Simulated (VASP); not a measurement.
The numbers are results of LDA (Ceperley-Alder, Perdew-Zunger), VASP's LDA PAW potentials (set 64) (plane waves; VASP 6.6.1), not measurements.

VASP ran on this input.

File KPOINTS:
```
Automatic mesh
0
Gamma
10 10 10
0 0 0
```

### POSCAR
```
HgTe
1
    0.0000000000     3.1916351829     3.1916351829
    3.1916351829     0.0000000000     3.1916351829
    3.1916351829     3.1916351829     0.0000000000
Hg Te
1 1
Direct
  0.0000000000   0.0000000000   0.0000000000
  0.2500000000   0.2500000000   0.2500000000
```

### INCAR
```
! general
SYSTEM  = HgTe
PREC    = Accurate
ENCUT   = 520
LREAL   = .False.
LASPH   = .True.

! electronic loop
EDIFF   = 1E-7
NELM    = 100
ALGO    = Normal
LMAXMIX = 6

! smearing
ISMEAR  = 1
SIGMA   = 0.1

! ions
ISIF    = 2

! output
LWAVE   = .False.
LCHARG  = .False.
```

POTCAR, in this order: Hg Te (LDA.64 set). Program: vasp_std.

Output of the run:

**OUTCAR**
```
 ion  position               nearest neighbor table
   1  0.000  0.000  0.000-   2 2.76   2 2.76   2 2.76   2 2.76
   2  0.250  0.250  0.250-   1 2.76   1 2.76   1 2.76   1 2.76
  LATTYP: Found a face centered cubic cell.
 ALAT       =     6.3832703658
 Subroutine PRICEL returns:
 Original cell was already a primitive cell.
 Subroutine GETGRP returns: Found 24 space group operations
The static configuration has the point symmetry T_d .
The dynamic configuration has the point symmetry T_d .
 Subroutine INISYM returns: Found 24 space group operations
 Subroutine IBZKPT returns following result:
 Found     47 irreducible k-points:

 Following reciprocal coordinates:
            Coordinates               Weight
  0.000000  0.000000  0.000000      1.000000
  0.100000  0.000000  0.000000      8.000000
  0.200000  0.000000  0.000000      8.000000
  0.300000  0.000000  0.000000      8.000000
  0.400000  0.000000  0.000000      8.000000
  0.500000  0.000000  0.000000      4.000000
  0.100000  0.100000  0.000000      6.000000
  0.200000  0.100000  0.000000     24.000000
  0.300000  0.100000  0.000000     24.000000
  0.400000  0.100000  0.000000     24.000000
  0.500000  0.100000  0.000000     24.000000
 -0.400000  0.100000  0.000000     24.000000
 -0.300000  0.100000  0.000000     24.000000
 -0.200000  0.100000  0.000000     24.000000
 -0.100000  0.100000  0.000000     12.000000
  0.200000  0.200000  0.000000      6.000000
  0.300000  0.200000  0.000000     24.000000
  0.400000  0.200000  0.000000     24.000000
  0.500000  0.200000  0.000000     24.000000
 -0.400000  0.200000  0.000000     24.000000
 -0.300000  0.200000  0.000000     24.000000
 -0.200000  0.200000  0.000000     12.000000
  0.300000  0.300000  0.000000      6.000000
  0.400000  0.300000  0.000000     24.000000
  0.500000  0.300000  0.000000     24.000000
 -0.400000  0.300000  0.000000     24.000000
 -0.300000  0.300000  0.000000     12.000000
  0.400000  0.400000  0.000000      6.000000
  0.500000  0.400000  0.000000     24.000000
 -0.400000  0.400000  0.000000     12.000000
  0.500000  0.500000  0.000000      3.000000
  0.300000  0.200000  0.100000     24.000000
  0.400000  0.200000  0.100000     48.000000
  0.500000  0.200000  0.100000     48.000000
 -0.400000  0.200000  0.100000     24.000000
  0.400000  0.300000  0.100000     24.000000
  0.500000  0.300000  0.100000     48.000000
 -0.400000  0.300000  0.100000     48.000000
 -0.300000  0.300000  0.100000     48.000000
 -0.200000  0.300000  0.100000     24.000000
   k-points           NKPTS =     47   k-points in BZ     NKDIM =     47   number of bands    NBANDS=     13
   number of dos      NEDOS =    301   number of ions     NIONS =      2
   total plane-waves  NPLWV =  46656
   dimension x,y,z NGX =    36 NGY =   36 NGZ =   36
   dimension x,y,z NGXF=    72 NGYF=   72 NGZF=   72
   ions per type =               1   1
   PREC   = accura    normal or accurate (medium, high low for compatibility)
   ISTART =      0    job   : 0-new  1-cont  2-samecut
   ICHARG =      2    charge: 1-file 2-atom 10-const
   ISPIN  =      1    spin polarized calculation?
   LNONCOLLINEAR =      F non collinear calculations
   LSORBIT =      F    spin-orbit coupling
   INIWAV =      1    electr: 0-lowe 1-rand  2-diag
   ENCUT  =  520.0 eV  38.22 Ry    6.18 a.u.   8.39  8.39  8.39*2*pi/ulx,y,z
   NELM   =    100;   NELMIN=  2; NELMDL= -5     # of ELM steps
   EDIFF  = 0.1E-06   stopping-criterion for ELM
   LREAL  =      F    real-space projection
   NLSPLINE    = F    spline interpolate recip. space projectors
   LMAXMIX     =    6 max onsite mixed and CHGCAR
...
```

### OSZICAR
```
       N       E                     dE             d eps       ncg     rms          rms(c)
DAV:   1     0.111247382617E+03    0.11125E+03   -0.82251E+03  1222   0.121E+03
DAV:   2    -0.807819726204E+00   -0.11206E+03   -0.10624E+03  1322   0.275E+02
DAV:   3    -0.522132835705E+01   -0.44135E+01   -0.43950E+01  1522   0.571E+01
DAV:   4    -0.526503480688E+01   -0.43706E-01   -0.43699E-01  1677   0.518E+00
DAV:   5    -0.526519045048E+01   -0.15564E-03   -0.15564E-03  1502   0.281E-01    0.865E+00
DAV:   6    -0.504646740541E+01    0.21872E+00   -0.51858E-01  1402   0.111E+01    0.671E+00
DAV:   7    -0.503181091578E+01    0.14656E-01   -0.11480E-01  1367   0.277E+00    0.226E+00
DAV:   8    -0.502900140208E+01    0.28095E-02   -0.13169E-02  1252   0.161E+00    0.629E-01
DAV:   9    -0.502866006270E+01    0.34134E-03   -0.85973E-04  1398   0.361E-01    0.160E-01
DAV:  10    -0.502864992688E+01    0.10136E-04   -0.74296E-05  1414   0.892E-02    0.578E-02
DAV:  11    -0.502865176234E+01   -0.18355E-05   -0.23111E-05  1402   0.549E-02    0.361E-02
DAV:  12    -0.502865034676E+01    0.14156E-05   -0.41696E-06  1297   0.237E-02    0.153E-02
DAV:  13    -0.502865035874E+01   -0.11980E-07   -0.30706E-07  1337   0.367E-03
   1 F= -.50286504E+01 E0= -.50287277E+01  d E =0.231992E-03
```

OUTCAR:
```
------------------------ aborting loop because EDIFF is reached ----------------------------------------
  FORCE on cell =-STRESS in cart. coord.  units (eV):
  Direction    XX          YY          ZZ          XY          YZ          ZX
  --------------------------------------------------------------------------------------
  Total        0.6133340      0.6133340      0.6133340      0.0000000      0.0000000      0.0000000
  in kB       15.1125547     15.1125547     15.1125547      0.0000000      0.0000000      0.0000000
  external PRESSURE =      15.1125547 kB  Pullay stress =       0.0000000 kB
  volume of cell :       65.02
      direct lattice vectors                 reciprocal lattice vectors
     0.000000000  3.191635183  3.191635183    -0.156659509  0.156659509  0.156659509
     3.191635183  0.000000000  3.191635183     0.156659509 -0.156659509  0.156659509
     3.191635183  3.191635183  0.000000000     0.156659509  0.156659509 -0.156659509
 POSITION                                       TOTAL-FORCE (eV/Angst)
 -----------------------------------------------------------------------------------
      0.00000      0.00000      0.00000        -0.000000     -0.000000     -0.000000
      1.59582      1.59582      1.59582         0.000000      0.000000      0.000000
 -----------------------------------------------------------------------------------
    total drift:                                0.000000      0.000000      0.000000
  FREE ENERGIE OF THE ION-ELECTRON SYSTEM (eV)
  ---------------------------------------------------
  free  energy   TOTEN  =        -5.0286503587 eV

  energy  without entropy=       -5.0288823507  energy(sigma->0) =       -5.02872769
```
(Selected blocks of OUTCAR.)

The compound is HgTe in the zinc blende structure. This cell is one point of a volume scan, at 0.97 of the reference volume.
